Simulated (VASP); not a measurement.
Input:

```
BiIn
1.0
    0.00000     2.98324     2.98324
    2.98324     0.00000     2.98324
    2.98324     2.98324     0.00000
In Bi
1 1
Cartesian
  0.00000   0.00000   0.00000
  1.49162   1.49162   1.49162
```

All values below come from PBEsol GGA, VASP's PBE PAW potentials (set 64) (plane waves; VASP). Numerical set-up: 500 eV cut-off, 11×11×11 Γ-centred mesh, first-order Methfessel-Paxton smearing of 0.10 eV, potentials In_d Bi_d.

Energy and stress use the plane-wave basis of the starting cell.

**Question.** The ions, cell shape and volume at an external pressure of 45.0 GPa are relaxed. What does this cell relax into?

**Answer.** 
```
BiIn
1.0
    0.00000     2.90292     2.90292
    2.90292     0.00000     2.90292
    2.90292     2.90292     0.00000
In Bi
1 1
Direct
  0.00000   0.00000   0.00000
  0.25000   0.25000   0.25000
```
Space group F-43m (216), at a tolerance of 0.03 Å.

**Question.** How do energy and volume change from the first to the last step?

**Answer.** The energy (σ→0) changes by +483.1 meV/atom and the volume by -7.9 %, in 5 ionic steps.

```csv
step,E(σ→0) (eV),max force (eV/Å),pressure (GPa),volume (Å³)
1,-5.6633,0.000,30.09,53.10
2,2.2591,0.000,154.87,36.29
3,-4.8329,0.000,42.90,49.42
4,-4.7329,0.000,44.45,49.05
5,-4.6971,0.000,44.97,48.93
```

The structure was generated: InBi was put into the zinc blende type (F-43m), which need not be its known phase. This run relaxes it under an external pressure of 45 GPa. Symmetry was kept, so distortions that lower it aren't found.
